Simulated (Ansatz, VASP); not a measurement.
**TiClO: VASP beside Ansatz**

Wanted: the spread between two codes on one cell, functional and k mesh. The cell is taken from a series of runs on this material, whose earlier steps may have relaxed, scaled, displaced or heated it; both programs get it as it stands.

Calculated with Ansatz 0.2.0; plane waves, with VASP 6.6.1 beside it; PBEsol, DFT+U.

## 1. Set-up

The structure is orthorhombic, space group Pmmn (No. 59). Conventional cell: a = 3.380 Å, b = 3.790 Å, c = 8.030 Å, α = 90.00°, β = 90.00°, γ = 90.00°. Ti has 4 O at 1.95 to 2.26 Å and 2 Cl at 2.32 Å nearest. Nearest to Cl lie 2 Ti at 2.32 Å. O has 4 Ti at 1.95 to 2.26 Å nearest. Farther neighbours and most contacts between anions are not listed.

Coordinates:

```cif
data_structure
_symmetry_space_group_name_H-M 'P 1'
_symmetry_Int_Tables_number 1
_cell_length_a 3.3800
_cell_length_b 3.7900
_cell_length_c 8.0300
_cell_angle_alpha 90.000
_cell_angle_beta 90.000
_cell_angle_gamma 90.000
_cell_volume 102.87
loop_
_atom_site_label
_atom_site_type_symbol
_atom_site_fract_x
_atom_site_fract_y
_atom_site_fract_z
_atom_site_occupancy
Ti1 Ti 0.00000 0.50000 0.12200 1
Ti2 Ti 0.50000 0.00000 0.87800 1
Cl3 Cl 0.50000 0.50000 0.32000 1
Cl4 Cl 0.00000 0.00000 0.68000 1
O5 O 0.50000 0.50000 0.93500 1
O6 O 0.00000 0.00000 0.06500 1
```

## 2. Ansatz: single point, PBEsol, DFT+U, pair 1

Ansatz runs on its PAW soft_1 files.

A single point takes one fixed geometry, so differences don't come from the geometry; what else differs is listed under the comparison.

Contents of input.yaml:

```yaml
crystal:
  lattice:
    - [3.38, 0.0, 0.0]
    - [0.0, 3.79, 0.0]
    - [0.0, 0.0, 8.03]
  atoms:
    - { symbol: Ti, position: [0.0, 0.5, 0.122], spin: 1.0 }
    - { symbol: Ti, position: [0.5, 0.0, 0.878], spin: -1.0 }
    - { symbol: Cl, position: [0.5, 0.5, 0.32] }
    - { symbol: Cl, position: [0.0, 0.0, 0.68] }
    - { symbol: O, position: [0.5, 0.5, 0.935] }
    - { symbol: O, position: [0.0, 0.0, 0.065] }
magnetization:
  spin_polarized: true
kpoints:
  mp_grid: { grid: [8, 8, 4] }
hamiltonian:
  xc: pbesol
  hubbard:
    projectors: ortho-atomic
    sites: [{ species: Ti, l: d, u_eff: 3.0 }]
  pseudopotentials: { kind: paw, azcp: { folder: soft_1 }, xc_functional: pbe }
scf:
  occupations: { method: fermi_dirac, width: 0.05 }
  max_iter: 120
  convergence: { dr2_threshold: 1.0e-08 }
```

Launch:

```
ansatz run input.yaml --threads 2 --pin off --max-ram 5632MiB --backend cpu --events-out ev --progress --plain --runs-dir out
```

Numbers of over 12 decimals in the logs are rounded to 6 here.

What it wrote:

```text
Engine: ansatz 0.2.0, aarch64-unknown-linux-gnu
Pseudopotentials: kind: paw
Pseudopotential: Ti, paw, valence charge 12, recommended cutoff 420 eV (normal), soft_1/Ti.paw.azcp
Pseudopotential: Cl, paw, valence charge 7, recommended cutoff 420 eV (normal), soft_1/Cl.paw.azcp
Pseudopotential: O, paw, valence charge 6, recommended cutoff 420 eV (normal), soft_1/O.paw.azcp
Functional definition: PBEsol
  exchange = pbesol_x
  correlation = pbesol_c
Crystal: 6 atoms, lattice volume = 102.866 Å³
Basis set: ecut = 420 eV, 2029 PW (Γ)
Bands: 32, of which v1, the nominal top of the filled ones, is band 25 counted from 1 (24 counted from 0)
Symmetry: 4 space group operations
Space group: Pmm2 (ITA 25), of the structure as read, at distance tolerance 4.7e-5 Å
Magnetic group: BNS 59.408 (UNI 506), of the structure as read, at distance tolerance 4.7e-5 Å
k-points: 75 of 256 (time reversal used)
Non-local potential: Ti, projectors of the file, l = 0: 3, l = 1: 2, l = 2: 3, l = 3: 1
Non-local potential: Cl, projectors of the file, l = 0: 2, l = 1: 2, l = 2: 1
Non-local potential: O, projectors of the file, l = 0: 2, l = 1: 2, l = 2: 1
PAW form: soft (Blöchl's): semilocal exchange-correlation on the pseudo side does not see the compensation charge
PAW frozen core: Ti, regenerated for the run's functional, and the local potential with it (the file was generated under x = pbe(κ = 0.804, μ = 0.219515), c = pbe(β = 0.066725))
PAW frozen core: Cl, regenerated for the run's functional, and the local potential with it (the file was generated under x = pbe(κ = 0.804, μ = 0.219515), c = pbe(β = 0.066725))
PAW frozen core: O, regenerated for the run's functional, and the local potential with it (the file was generated under x = pbe(κ = 0.804, μ = 0.219515), c = pbe(β = 0.066725))
PAW one-centre angular grid: Ti, 590 points (default); XC on 64 Gauss nodes
PAW one-centre angular grid: Cl, 110 points (default); XC on 64 Gauss nodes
PAW one-centre angular grid: O, 110 points (default); XC on 64 Gauss nodes
Initial density: superposition of atomic densities (chi_scale 0.1, normalization cell, long waves kept (reshape's long-wave potential 0.46 eV rms))
Starting moments: Σ|m| = 2 μB on 2 of 6 sites
Starting magnetic order: antiferromagnet; an inversion exchanges its spin sublattices: spin-degenerate at every k-point
Initial wavefunctions: pseudopotential atomic-orbital guess
Functional: x = pbesol(κ = 0.804, μ = 0.123457), c = pbesol(β = 0.046)
SCF iter   1: F=—  HF=-8199.369043 eV  |F-HF|=—  |Δ(HF+E_count)|=         —  Δρ=5.75e-2 (↑5.75e-2 ↓5.75e-2)  dr2=4.67e1  dr2_m=1.55e-1  M=-0.000 μB ∫|m|=2.889 μB  β_m=1.00  ethr=3.10e-3  ⟨swp⟩=7.0  Hψ=21036  notcnv=0
preconditioner: auto → Kerker (q_TF=auto, 2.419 Å⁻¹)  [metal: Δε(μ)=0.001 eV  Ē_g=8.290 eV  σ=0.050 eV  W_gap=0.01  n_scr=22 (ndim 8)  ℏωp=21.3 eV  f_vac=0.078  D(μ)=9.36/eV (n_scr^D=114)]
spin=Collinear: Kerker preconditioning applied to the charge; magnetization (m = ρ↑ − ρ↓) channel mixes plain (no charge-response kernel on spin).
SCF iter   2: F=—  HF=-8196.355133 eV  |F-HF|=—  |Δ(HF+E_count)|=    3.01e0  Δρ=2.35e-2 (↑2.35e-2 ↓2.35e-2)  dr2=1.03e1  dr2_m=6.42e-2  M=-0.000 μB ∫|m|=2.566 μB  β_m=0.30  ethr=3.10e-3  ⟨swp⟩=3.4  Hψ=11552  notcnv=0
SCF iter   3: F=—  HF=-8195.734930 eV  |F-HF|=—  |Δ(HF+E_count)|=   6.20e-1  Δρ=1.67e-2 (↑1.67e-2 ↓1.67e-2)  dr2=4.50e0  dr2_m=7.53e-2  M=-0.000 μB ∫|m|=2.432 μB  β_m=0.30  ethr=3.10e-3  ⟨swp⟩=2.6  Hψ=7342  notcnv=0  defer=96
SCF iter   4: F=—  HF=-8195.219366 eV  |F-HF|=—  |Δ(HF+E_count)|=   5.16e-1  Δρ=1.34e-2 (↑1.34e-2 ↓1.34e-2)  dr2=9.65e-1  dr2_m=6.92e-2  M=0.001 μB ∫|m|=2.338 μB  β_m=0.30  ethr=3.10e-3  ⟨swp⟩=3.3  Hψ=8225  notcnv=0  defer=96
SCF iter   5: F=—  HF=-8195.191544 eV  |F-HF|=—  |Δ(HF+E_count)|=   2.78e-2  Δρ=1.14e-2 (↑1.14e-2 ↓1.14e-2)  dr2=3.65e-1  dr2_m=8.43e-2  M=-0.003 μB ∫|m|=2.339 μB  β_m=1.00  ethr=1.93e-3  ⟨swp⟩=2.9  Hψ=8872  notcnv=0  defer=156
SCF iter   6: F=—  HF=-8195.418534 eV  |F-HF|=—  |Δ(HF+E_count)|=   2.27e-1  Δρ=6.08e-3 (↑6.08e-3 ↓6.06e-3)  dr2=1.13e-1  dr2_m=5.63e-3  M=0.000 μB ∫|m|=2.288 μB  β_m=0.30  ethr=7.30e-4  ⟨swp⟩=3.6  Hψ=8135  notcnv=0  defer=156
SCF iter   7: F=—  HF=-8195.616916 eV  |F-HF|=—  |Δ(HF+E_count)|=   1.98e-1  Δρ=3.03e-3 (↑3.03e-3 ↓3.02e-3)  dr2=3.44e-2  dr2_m=4.03e-3  M=0.000 μB ∫|m|=2.260 μB  β_m=0.30  ethr=2.26e-4  ⟨swp⟩=3.2  Hψ=9114  notcnv=0  defer=200
Mixer restart at iter 7: flushing history
spin-set hold released at iteration 7 (site moments contracting): the magnetisation degrees of freedom join the quasi-Newton model from the next iteration; the mixer history was flushed
SCF iter   8: F=—  HF=-8195.712251 eV  |F-HF|=—  |Δ(HF+E_count)|=   9.53e-2  Δρ=2.42e-3 (↑2.42e-3 ↓2.41e-3)  dr2=2.26e-2  dr2_m=2.92e-3  M=0.000 μB ∫|m|=2.236 μB  β_m=0.65  ethr=6.88e-5  ⟨swp⟩=1.9  Hψ=4951  notcnv=0  defer=200
SCF iter   9: F=—  HF=-8195.824318 eV  |F-HF|=—  |Δ(HF+E_count)|=   1.12e-1  Δρ=1.19e-3 (↑1.19e-3 ↓1.18e-3)  dr2=7.37e-3  dr2_m=2.57e-4  M=0.000 μB ∫|m|=2.171 μB  β_m=0.65  ethr=4.52e-5  ⟨swp⟩=2.7  Hψ=9209  notcnv=0  defer=224
[...]
SCF iter  14: F=—  HF=-8195.826416 eV  |F-HF|=—  |Δ(HF+E_count)|=   1.87e-6  Δρ=2.13e-5 (↑2.13e-5 ↓2.11e-5)  dr2=4.69e-6  dr2_m=6.03e-8  M=0.000 μB ∫|m|=2.158 μB  β_m=0.99  ethr=4.80e-8  ⟨swp⟩=2.0  Hψ=7803  notcnv=0  defer=222
SCF iter  15: F=—  HF=-8195.826416 eV  |F-HF|=—  |Δ(HF+E_count)|=   2.98e-7  Δρ=1.08e-5 (↑1.08e-5 ↓7.43e-6)  dr2=3.96e-7  dr2_m=8.27e-9  M=-0.000 μB ∫|m|=2.158 μB  β_m=0.99  ethr=9.38e-9  ⟨swp⟩=2.0  Hψ=6562  notcnv=0  defer=222
SCF iter  16: F=—  HF=-8195.826416 eV  |F-HF|=—  |Δ(HF+E_count)|=   7.39e-8  Δρ=9.35e-6 (↑8.24e-6 ↓9.35e-6)  dr2=2.67e-7  dr2_m=9.31e-10  M=0.000 μB ∫|m|=2.158 μB  β_m=0.84  ethr=7.92e-10  ⟨swp⟩=2.0  Hψ=7115  notcnv=0  defer=222
SCF iter  17: F=—  HF=-8195.826416 eV  |F-HF|=—  |Δ(HF+E_count)|=   3.51e-8  Δρ=2.25e-6 (↑2.25e-6 ↓2.24e-6)  dr2=2.41e-8  dr2_m=3.87e-10  M=-0.000 μB ∫|m|=2.158 μB  β_m=0.91  ethr=5.33e-10  ⟨swp⟩=2.0  Hψ=7045  notcnv=0  defer=222
SCF iter  18: F=-8195.826416 eV  HF=-8195.826416 eV  |F-HF|=6.66e-10  |Δ(HF+E_count)|=   5.24e-9  Δρ=7.48e-7 (↑7.48e-7 ↓7.31e-7)  dr2=3.49e-9  dr2_m=8.11e-11  M=-0.000 μB ∫|m|=2.158 μB  ethr=2.00e-11  ⟨swp⟩=2.5  Hψ=9275  notcnv=0
SCF 1 converged in 18 iterations: F = -8195.826416 eV  dr2 = 3.49e-9
  greatest PAW one-centre occupation: 0.999 electrons in one spin orbital (limit 2), on the Ti atom at site 1 (counted from 0), in its partial waves of l = 0
Symmetry: 2 space group operations
k-points: 102 of 256 (time reversal used)
Initial density: read from a saved state, or passed on in memory by an earlier SCF of this step, an earlier step, the calling program or the single point that the run made first
Starting moments: Σ|m| = 2 μB on 2 of 6 sites; this step starts from the density that it was given
Initial wavefunctions: those read from a saved state, or passed on in memory by an earlier step or the calling program
iter 1 solved again at ethr=6.86e-12 eV; its pass at ethr=2.00e-6 eV (dr2=3.43e-9 eV) is discarded
SCF iter   1: F=—  HF=-8195.826416 eV  |F-HF|=—  |Δ(HF+E_count)|=         —  Δρ=7.53e-7 (↑7.53e-7 ↓7.31e-7)  dr2=3.44e-9  dr2_m=8.05e-11  M=-0.000 μB ∫|m|=2.158 μB  ethr=6.86e-12  ⟨swp⟩=1.0  Hψ=38516  notcnv=0
preconditioner: auto → Resta (q_TF=auto, 2.419 Å⁻¹)  ε∞=5.5  [insulator: Δε(μ)=1.875 eV  Ē_g=10.070 eV  σ=0.050 eV  W_gap=1.00  n_scr=22 (ndim 8)  ℏωp=21.3 eV  f_vac=0.124  D(μ)=0.00/eV (n_scr^D=0)  ε∞_Penn≈5.5]
spin=Collinear: Resta preconditioning applied to the charge; magnetization (m = ρ↑ − ρ↓) channel mixes plain (no charge-response kernel on spin).
SCF iter   2: F=—  HF=-8195.826416 eV  |F-HF|=—  |Δ(HF+E_count)|=   4.86e-7  Δρ=3.15e-5 (↑3.15e-5 ↓3.12e-5)  dr2=3.87e-6  dr2_m=8.58e-8  M=-0.000 μB ∫|m|=2.158 μB  ethr=2.00e-6  ⟨swp⟩=1.0  Hψ=27213  notcnv=0
SCF iter   3: F=—  HF=-8195.826415 eV  |F-HF|=—  |Δ(HF+E_count)|=   6.25e-7  Δρ=3.34e-6 (↑3.34e-6 ↓3.32e-6)  dr2=8.21e-8  dr2_m=4.35e-9  M=-0.000 μB ∫|m|=2.158 μB  ethr=9.37e-9  ⟨swp⟩=1.0  Hψ=13872  notcnv=0
SCF iter   4: F=-8195.826416 eV  HF=-8195.826416 eV  |F-HF|=1.31e-10  |Δ(HF+E_count)|=   1.40e-7  Δρ=2.91e-7 (↑2.86e-7 ↓2.91e-7)  dr2=2.70e-10  dr2_m=2.69e-11  M=-0.000 μB ∫|m|=2.158 μB  ethr=2.00e-11  ⟨swp⟩=1.0  Hψ=13872  notcnv=0
an SCF along what the orbitals of the run's state read of its open shells (or to have them read: on a GPU, or by another smearing), with 2 of the crystal's symmetry operations given up (102 k-points in place of 75), reached no lower state that the run goes on to. This is no proof of a minimum
SCF converged after 18 iterations
Magnetization: -0.0000 μB (25.0000 up, 25.0000 down)
Absolute magnetization: 2.1448 μB (∫|ρ↑−ρ↓|, with the PAW one-centre terms)
Spin contamination: 1.0038 ħ² per cell (⟨S²⟩ above its minimum at these occupations)
Per-site moments (μB) at R_I (Å): [(0.670504, 0.804166), (-0.670505, 0.804166), (0.00309077, 0.957143), (-0.00309059, 0.957143), (0.030864, 0.804166), (-0.030864, 0.804166)]
Free energy (F): -8195.826416 eV
Harris-Foulkes:  -8195.826416 eV  (|F-HF|=6.66e-10)
Internal energy: -8195.826416 eV  (E = F + TS)
E sigma→0 (E₀):  -8195.826416 eV
Fermi energy:    7.576836 eV
--- Per-component energies (eV) ---
  E_band       = -528.230649
  E_kinetic    = 1203.532673
  E_local      = -5546.573269  (includes V_loc(G=0)·N_el)
  E_nonlocal   = 292.397722
  E_hartree    = 2331.941319
  E_xc         = -585.567804
  E_vxc        = -704.611396  (∫ρ·V_xc dr)
  E_hubbard    = 3.515389  (on-site DFT+U / exact-exchange correction)
  E_vhub       = -0.157863  (the Hubbard potential's part of the band-sum identity)
  E_paw        = -3630.473713  (= ΣΔE_a)
  E_vpaw       = -436.700969  (= ΣTr[D̂ρ^β])
  E_aug_tail   = 0.001618  (compensation charges beyond the density's cutoff)
  E_ewald      = -2265.106559
  E_core_change = 0.506209  (= ΣΔE_core)
  E_smearing   = -0.000000  (= −TS)
  E_closure    = 0.000000  (closes the sum)
  Σ components = -8195.826416   (vs F -8195.826416, Δ=0.00e0)
Occupation matrices written to <dir>
```

(Continued in part 2 of 2.)

[Lines on the potential files, build, host, timing and source positions are cut from VASP's logs without a mark.]

[Logs are printed without paths, hosts, clocks, repeated set-up lines and the standing remarks that a program may print on its own settings, such as how far it seeks lower states.]

[Hosts, paths, dates, database ids (printed as entryN), source tags and the programs' standing remarks are cut or masked in the printed files.]
